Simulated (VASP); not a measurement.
Data:

```
CELL_PARAMETERS angstrom
      1.44566    -3.88739     0.00000
      1.44566     3.88739     0.00000
      0.00000     0.00000     2.89361
ATOMIC_POSITIONS crystal
  Cr 0.85450 0.14550 0.25000
  Cr 0.14550 0.85450 0.75000
  B  0.56525 0.43475 0.25000
  B  0.43475 0.56525 0.75000
```

Method: PBEsol GGA, VASP's PBE PAW potentials (set 64) (plane waves; VASP 6.6.1). Run with 520 eV cut-off, 13×13×12 Γ-centred mesh, tetrahedra with Blöchl corrections, potentials Cr_pv B.

The cores are frozen, which limits the accuracy of field gradients.

Problem. Give the principal components of the electric field gradient (V/Å²) and the asymmetry η at each nucleus.

Solution. 
| atom | Vxx | Vyy | Vzz | η |
|---|---|---|---|---|
| Cr1 | 7.3 | 4.3 | -11.6 | 0.27 |
| Cr2 | 7.3 | 4.3 | -11.6 | 0.27 |
| B3 | 0.4 | 0.3 | -0.8 | 0.17 |
| B4 | 0.4 | 0.3 | -0.8 | 0.17 |

The compound is CrB in the sg63 structure. It was relaxed first, which changed the volume by -5 %. The run is not spin-polarised, so no magnetic state was tried.
